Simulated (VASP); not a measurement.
# CdAu (Pm-3m) in VASP: further runs, part 2 of 2

VASP 6.6.1.

**3. Single point, LDA**

INCAR reads:

```
SYSTEM = CdAu
PREC = Accurate
ENCUT = 520
EDIFF = 1E-7
ISMEAR = 0
SIGMA = 0.15
LREAL = .False.
LASPH = .True.
NELM = 100
ALGO = Normal
ISIF = 2
LWAVE = .False.
LCHARG = .False.
GGA = CA
NBANDS = 18
```

KPOINTS reads:

```
regular mesh
0
Gamma
  14 14 14
  0 0 0
```

POSCAR reads:

```
CdAu
1.0
    3.3400000000      0.0000000000      0.0000000000
    0.0000000000      3.3400000000      0.0000000000
    0.0000000000      0.0000000000      3.3400000000
Cd Au
1 1
Direct
    0.5000000000      0.5000000000      0.5000000000
    0.0000000000      0.0000000000      0.0000000000
```

Potentials or basis: VASP PAW LDA potentials, release 64 (Cd, Au).

The run is started by

```bash
cat potpaw_LDA.64/Cd/POTCAR potpaw_LDA.64/Au/POTCAR > POTCAR
mpirun -np 1 vasp_std > vasp.out
```

OUTCAR:

```text
SYSTEM = CdAu
   PREC = Accurate
   ENCUT = 520
   EDIFF = 1E-7
   ISMEAR = 0
   LREAL = .False.
   LASPH = .True.
   NELM = 100
   ISIF = 2
   GGA = CA

 ion  position               nearest neighbor table
   1  0.500  0.500  0.500-   2 2.89   2 2.89   2 2.89   2 2.89   2 2.89   2 2.89   2 2.89   2 2.89

   2  0.000  0.000  0.000-   1 2.89   1 2.89   1 2.89   1 2.89   1 2.89   1 2.89   1 2.89   1 2.89

  LATTYP: Found a simple cubic cell.
 ALAT       =     3.3400000000

  Lattice vectors:

 A1 = (   3.3400000000,   0.0000000000,   0.0000000000)
 A2 = (   0.0000000000,   3.3400000000,   0.0000000000)
 A3 = (   0.0000000000,   0.0000000000,   3.3400000000)

Analysis of symmetry for initial positions (statically):
=====================================================================
 Subroutine PRICEL returns:
 Original cell was already a primitive cell.

 Routine SETGRP: Setting up the symmetry group for a
 simple cubic supercell.

 Subroutine GETGRP returns: Found 48 space group operations
 (whereof 48 operations were pure point group operations)
 out of a pool of 48 trial point group operations.

The static configuration has the point symmetry O_h .

Analysis of symmetry for dynamics (positions and initial velocities):
=====================================================================
 Subroutine PRICEL returns:
 Original cell was already a primitive cell.

 Routine SETGRP: Setting up the symmetry group for a
 simple cubic supercell.

 Subroutine GETGRP returns: Found 48 space group operations
 (whereof 48 operations were pure point group operations)
 out of a pool of 48 trial point group operations.

The dynamic configuration has the point symmetry O_h .

 Subroutine INISYM returns: Found 48 space group operations
 (whereof 48 operations are pure point group operations),
 and found     1 'primitive' translations

----------------------------------------------------------------------------------------

                                     Primitive cell

  volume of cell :      37.2597

  direct lattice vectors                    reciprocal lattice vectors
     3.340000000  0.000000000  0.000000000     0.299401198  0.000000000  0.000000000
     0.000000000  3.340000000  0.000000000     0.000000000  0.299401198  0.000000000
     0.000000000  0.000000000  3.340000000     0.000000000  0.000000000  0.299401198

  length of vectors
     3.340000000  3.340000000  3.340000000     0.299401198  0.299401198  0.299401198

  position of ions in fractional coordinates (direct lattice)
     0.500000000  0.500000000  0.500000000
     0.000000000  0.000000000  0.000000000

  ion indices of the primitive-cell ions
   primitive index   ion index
                 1           1
                 2           2

----------------------------------------------------------------------------------------

 KPOINTS: regular mesh

Automatic generation of k-mesh.
 Grid dimensions read from file:
 generate k-points for:   14   14   14

 Generating k-lattice:

  Cartesian coordinates                     Fractional coordinates (reciprocal lattice)
     0.021385800  0.000000000  0.000000000     0.071428571  0.000000000  0.000000000
     0.000000000  0.021385800  0.000000000     0.000000000  0.071428571  0.000000000
     0.000000000  0.000000000  0.021385800     0.000000000  0.000000000  0.071428571

  Length of vectors
     0.021385800  0.021385800  0.021385800

  Shift w.r.t. Gamma in fractional coordinates (k-lattice)
     0.000000000  0.000000000  0.000000000

 Subroutine IBZKPT returns following result:
 ===========================================

 Found    120 irreducible k-points:

 Following reciprocal coordinates:
            Coordinates               Weight
  0.000000  0.000000  0.000000      1.000000
  0.071429  0.000000  0.000000      6.000000
  0.142857  0.000000  0.000000      6.000000
  0.214286  0.000000  0.000000      6.000000
  0.285714  0.000000  0.000000      6.000000
  0.357143  0.000000  0.000000      6.000000
[... 16 lines left out ...]
  0.285714  0.214286  0.000000     24.000000
  0.357143  0.214286  0.000000     24.000000
 [... further k-points ...]
   k-points           NKPTS =    120   k-points in BZ     NKDIM =    120   number of bands    NBANDS=     18
   number of dos      NEDOS =    301   number of ions     NIONS =      2
   total plane-waves  NPLWV =  21952
   dimension x,y,z NGX =    28 NGY =   28 NGZ =   28
   dimension x,y,z NGXF=    56 NGYF=   56 NGZF=   56
   ions per type =               1   1
   NGX,Y,Z   is equivalent  to a cutoff of  13.94, 13.94, 13.94 a.u.
   NGXF,Y,Z  is equivalent  to a cutoff of  27.87, 27.87, 27.87 a.u.
 SYSTEM =  CdAu
   PREC   = accura    normal or accurate (medium, high low for compatibility)
   ISTART =      0    job   : 0-new  1-cont  2-samecut
   ICHARG =      2    charge: 1-file 2-atom 10-const
   ISPIN  =      1    spin polarized calculation?
   LNONCOLLINEAR =      F non collinear calculations
   LSORBIT =      F    spin-orbit coupling
   LASPH  =      T    aspherical Exc in radial PAW
   ENCUT  =  520.0 eV  38.22 Ry    6.18 a.u.   6.21  6.21  6.21*2*pi/ulx,y,z
   NELM   =    100;   NELMIN=  2; NELMDL= -5     # of ELM steps
   EDIFF  = 0.1E-06   stopping-criterion for ELM
   LREAL  =      F    real-space projection
   EDIFFG = 0.1E-05   stopping-criterion for IOM
   NSW    =      0    number of steps for IOM
   IBRION =     -1    ionic relax: 0-MD 1-quasi-New 2-CG
   NFREE  =      0    steps in history (QN), initial steepest desc. (CG)
   ISIF   =      2    stress and relaxation
   ISYM   =      2    0-nonsym 1-usesym 2-fastsym
   POTIM  = 0.5000    time-step for ionic-motion
   TEBEG  =    0.0;   TEEND  =   0.0 temperature during run
   PSTRESS=    0.0 pullay stress
   NELECT =      23.0000    total number of electrons
   NUPDOWN=      -1.0000    fix difference up-down
   EMIN   =  10.00;   EMAX   =-10.00  energy-range for DOS
   EFERMI =   0.00;   METHOD = LEGACY
   ISMEAR =     0;   SIGMA  =   0.15  broadening in eV -4-tet -1-fermi 0-gaus
   EFERMI_NEDOS =   21; number of points for ismear=-14 and -15
   IALGO  =     38    algorithm
   IMIX   =      4    mixing-type and parameters
     AMIX     =   0.40;   BMIX     =  1.00
     AMIX_MAG =   1.60;   BMIX_MAG =  1.00
  volume/ion in A,a.u.               =      18.63       125.72
  Fermi-wavevector in a.u.,A,eV,Ry     =   1.393919  2.634126 26.436271  1.943011
  Thomas-Fermi vector in A             =   2.517519
   LORBIT       =      0    0 simple, 1 ext, 2 COOP (PROOUT), +10 PAW based schemes
   GGA     = CA    functional components
   LHFCALC =     F    Hartree Fock is set to
   AEXX    =    0.0000 exact exchange contribution
   IVDW    =     0    specifies the selected vdW correction
   LEPSILON=     F    determine dielectric tensor
   LRPA    =     F    only Hartree local field effects (RPA)
 non-spin polarized calculation
 Gauss-broadening in eV      SIGMA  =   0.15
  energy-cutoff  :      520.00
  volume of cell :       37.26
 maximum number of plane-waves:      1024
 NGX is ok and might be reduce to    28

 number of electron      23.0000002 magnetization

 Free energy of the ion-electron system (eV)
  ---------------------------------------------------
  ext. energy  EPLUGINS =         0.00000000
  ---------------------------------------------------
  free energy    TOTEN  =        -6.28198275 eV

  energy without entropy =       -6.27490193  energy(sigma->0) =       -6.27844234

 E-fermi :   5.9406     XC(G=0): -12.3293

 val. band max:        5.9352525573   @ k =   0.2857   0.0714   0.0714
 cond. band min:       5.9766609937   @ k =   0.3571   0.3571   0.0714
 fundamental gap:      0.0414084364
 Fermi energy:         5.9405815100

 k-point     1 :       0.0000    0.0000    0.0000
  band No.  band energies     occupation
      1      -3.6818      2.00000
      2      -3.4470      2.00000
      3      -3.4470      2.00000
      4      -2.7231      2.00000
      5      -2.7231      2.00000
      6      -2.7231      2.00000
[... 10 lines left out ...]
     17      17.8244      0.00000
     18      22.2379      0.00000
[... 463 lines left out ...]
 k-point    24 :       0.3571    0.2143    0.0000
  band No.  band energies     occupation
      1      -3.1919      2.00000
      2      -3.1751      2.00000
      3      -2.9107      2.00000
      4      -2.8078      2.00000
      5      -2.7452      2.00000
      6      -0.8564      2.00000
[... 10 lines left out ...]
     17      19.0256      0.00000
     18      19.5220      0.00000

 [... further k-points ...]

------------------------ aborting loop because EDIFF is reached ----------------------------------------

  FORCE on cell =-STRESS in cart. coord.  units (eV):
  Direction    XX          YY          ZZ          XY          YZ          ZX
  --------------------------------------------------------------------------------------
  -------------------------------------------------------------------------------------
  Total       -1.2481223     -1.2481223     -1.2481223      0.0000000     -0.0000000      0.0000000
  in kB      -53.6695958    -53.6695958    -53.6695958      0.0000000     -0.0000000      0.0000000
  external PRESSURE =     -53.6695958 kB  Pullay stress =       0.0000000 kB

 VOLUME and BASIS-vectors are now :
 -----------------------------------------------------------------------------
  energy-cutoff  :      520.00
  volume of cell :       37.26
      direct lattice vectors                 reciprocal lattice vectors
     3.340000000  0.000000000  0.000000000     0.299401198  0.000000000  0.000000000
     0.000000000  3.340000000  0.000000000     0.000000000  0.299401198  0.000000000
     0.000000000  0.000000000  3.340000000     0.000000000  0.000000000  0.299401198

 POSITION                                       TOTAL-FORCE (eV/Angst)
 -----------------------------------------------------------------------------------
      1.67000      1.67000      1.67000         0.000000      0.000000      0.000000
      0.00000      0.00000      0.00000         0.000000      0.000000      0.000000
 -----------------------------------------------------------------------------------
    total drift:                                0.000000      0.000000      0.000000

  FREE ENERGIE OF THE ION-ELECTRON SYSTEM (eV)
  ---------------------------------------------------
  free  energy   TOTEN  =        -6.2819827539 eV

  energy  without entropy=       -6.2749019271  energy(sigma->0) =       -6.27844234
```

OSZICAR:

```text
N       E                     dE             d eps       ncg     rms          rms(c)
DAV:   1     0.153617156210E+03    0.15362E+03   -0.11949E+04  4416   0.123E+03
DAV:   2    -0.334975139294E+01   -0.15697E+03   -0.15021E+03  4494   0.310E+02
DAV:   3    -0.669098364351E+01   -0.33412E+01   -0.33321E+01  4876   0.518E+01
DAV:   4    -0.670208033952E+01   -0.11097E-01   -0.11096E-01  4638   0.276E+00
DAV:   5    -0.670216350412E+01   -0.83165E-04   -0.83164E-04  4660   0.264E-01    0.851E+00
DAV:   6    -0.632370424850E+01    0.37846E+00   -0.10669E+00  4440   0.924E+00    0.535E+00
DAV:   7    -0.628987170971E+01    0.33833E-01   -0.38408E-02  4596   0.297E+00    0.303E+00
DAV:   8    -0.628218499823E+01    0.76867E-02   -0.13756E-02  4524   0.110E+00    0.213E-01
DAV:   9    -0.628198443460E+01    0.20056E-03   -0.13130E-03  4476   0.437E-01    0.130E-01
DAV:  10    -0.628198381005E+01    0.62455E-06   -0.48769E-05  4644   0.799E-02    0.317E-02
DAV:  11    -0.628198273783E+01    0.10722E-05   -0.40581E-06  4542   0.289E-02    0.317E-03
DAV:  12    -0.628198275395E+01   -0.16120E-07   -0.76364E-08  2464   0.274E-03
   1 F= -.62819828E+01 E0= -.62784423E+01  d E =-.708083E-02
```

Wall time 56 s (1 thread of Intel Xeon Platinum 8559C (Emerald Rapids), shared host); peak memory 0.2 GiB.

Results:

```
Free energy            : -6.2820 eV
Pressure               : -5.4 GPa
Band gap on the k mesh : none (metal or under the smearing width)
```

Levels at points of the mesh, in eV from the Fermi level:
| k point | band 8 | band 9 | band 10 | band 11 | band 12 | band 13 | band 14 | band 15 | band 16 | band 17 |
| --- | --- | --- | --- | --- | --- | --- | --- | --- | --- | --- |
| (0.00, 0.00, 0.00) | -4.89 | -3.61 | -3.61 | -3.61 | 4.76 | 4.76 | 4.76 | 7.98 | 11.88 | 11.88 |
| (0.50, 0.00, 0.00) | -4.84 | -4.56 | -4.56 | -3.83 | -2.61 | 10.49 | 10.49 | 10.81 | 10.94 | 10.94 |
| (0.50, 0.50, 0.00) | -3.79 | -3.79 | -3.21 | -1.61 | -1.61 | 0.42 | 2.31 | 10.80 | 11.47 | 11.47 |
| (0.50, 0.50, 0.50) | -5.68 | -3.17 | -3.17 | 1.91 | 2.06 | 3.96 | 3.96 | 3.96 | 5.32 | 5.32 |

The run has no spin-orbit coupling, so splittings on Au are missing.
